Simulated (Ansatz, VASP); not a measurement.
## B3C in VASP and in Ansatz

```
B C
1.0
     2.90871    0.00000    0.00000
     0.00000    2.90871    0.00000
     0.00000    0.00000    2.90871
B C
3 1
Direct
  0.50000 0.00000 0.00000
  0.00000 0.50000 0.00000
  0.00000 0.00000 0.50000
  0.50000 0.50000 0.50000
```

Alike in both runs: functional PBE; k mesh 16 × 16 × 16; occupations gaussian, width 0.1 eV; no spin polarisation.

Ansatz relaxed the structure, and its values are those at the end. VASP's run is a single point on that final structure, the one shown.

|  | VASP | Ansatz |
| --- | --- | --- |
| version | VASP 6.6.1 | Ansatz 0.2.0 |
| potentials or method | VASP PAW PBE potentials, release 64 (B, C) | scalar-relativistic, plane waves, PAW |
| plane-wave cutoff (eV) | 520 | 420 |
| valence electrons in the cell | 13 | 13 |

Ansatz gave:

| Property | Result |
| --- | --- |
| gap on the k mesh at the Fermi level (eV) | none |
| pressure (GPa) | 0.0 |

Task: Estimate VASP's values.

Result: gap on the k mesh at the Fermi level (eV): none; pressure (GPa): 0.1.

A gap of «none» marks a metal or a gap that the smearing closes.
